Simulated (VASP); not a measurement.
GaBiSe3:

```
CELL_PARAMETERS angstrom
5.84434 0.00000 0.00000
-2.92217 5.06135 0.00000
0.00000 0.00000 5.56952
ATOMIC_POSITIONS crystal
Ga 0.00000 0.00000 0.50000
Bi 0.66667 0.33333 0.50000
Se 0.00000 0.00000 0.00000
Se 0.33333 0.66667 0.50000
Se 0.33333 0.66667 0.00000
```

The cell was built by a generator and needn't be a form met in nature.

| Quantity | Value |
| --- | --- |
| Program | VASP 6.6.1 |
| Task | relaxation of cell and atoms |
| Functional | PBE |
| Potentials or basis | VASP PAW PBE potentials, release 64 (Ga_d, Bi_d, Se) |
| Cutoff | 520 eV |
| k mesh | 3 × 3 × 3 |
| Occupations | gaussian, width 0.15 eV |
| Spin | no spin polarisation |

At the start: pressure -6.4 GPa; volume 32.95 Å³/atom.

Question: How do energy, volume and symmetry change on relaxing?

Answer: Over 6 steps the energy falls by 179.6 meV/atom and the volume is 26.07 Å³/atom (-20.9 %); space group P-6m2 (No. 187, to 0.05 Å).

The path:
```csv
step,energy change (eV),largest force (eV/Å),pressure (GPa),volume (Å³)
1,0.0000,0.0000,-6.42,164.75
2,-0.8663,0.0000,-1.70,135.23
3,-0.8974,0.0000,-0.12,130.34
4,-0.8975,0.0000,0.47,129.71
5,-0.8973,0.0000,-0.54,131.21
6,-0.8981,0.0000,-0.03,130.37
```

Final structure:
```
Ga Bi Se
1.0
     5.44717    0.00000    0.00000
    -2.72358    4.71738    0.00000
     0.00000    0.00000    5.07329
Ga Bi Se
1 1 3
Direct
  0.00000 0.00000 0.50000
  0.66667 0.33333 0.50000
  0.00000 0.00000 0.00000
  0.33333 0.66667 0.50000
  0.33333 0.66667 0.00000
```

Caveat: the k mesh is coarse (spacing up to 0.41 Å⁻¹), so the values aren't converged; the volume moved by over 15 % at a fixed basis, so the end points are rough.
